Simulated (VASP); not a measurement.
Here is the system:

```
CELL_PARAMETERS angstrom
      1.77000    -3.06573     0.00000
      1.77000     3.06573     0.00000
      0.00000     0.00000     5.55000
ATOMIC_POSITIONS crystal
  Tm 0.33333 0.66667 0.25000
  Tm 0.66667 0.33333 0.75000
```

All values below come from revTPSS meta-GGA, VASP's PBE PAW potentials (set 64) (plane waves; VASP). Run with 520 eV cut-off, 11×11×6 Γ-centred mesh, first-order Methfessel-Paxton smearing of 0.10 eV, potentials Tm_3.

The 4f electrons are frozen in the core of the lanthanide potential, so 4f levels, which can set the real gap, and their magnetism are missing. Energy and stress use the plane-wave basis of the starting cell.

### Question
The ions, cell shape and volume are relaxed. Give the cell that the relaxation ends in.

### Answer

```
CELL_PARAMETERS angstrom
      1.75611    -3.04167     0.00000
      1.75611     3.04167     0.00000
      0.00000     0.00000     5.43704
ATOMIC_POSITIONS crystal
  Tm 0.33333 0.66667 0.25000
  Tm 0.66667 0.33333 0.75000
```
Space group P6_3/mmc (194), at a tolerance of 0.03 Å.

### Question
How do energy and volume change from the first to the last step?

### Answer
The energy (σ→0) changes by -5.8 meV/atom and the volume by -3.6 %, in 5 ionic steps.

The compound is Tm in the hcp structure. This run relaxes it. Symmetry was kept, so distortions that lower it aren't found.
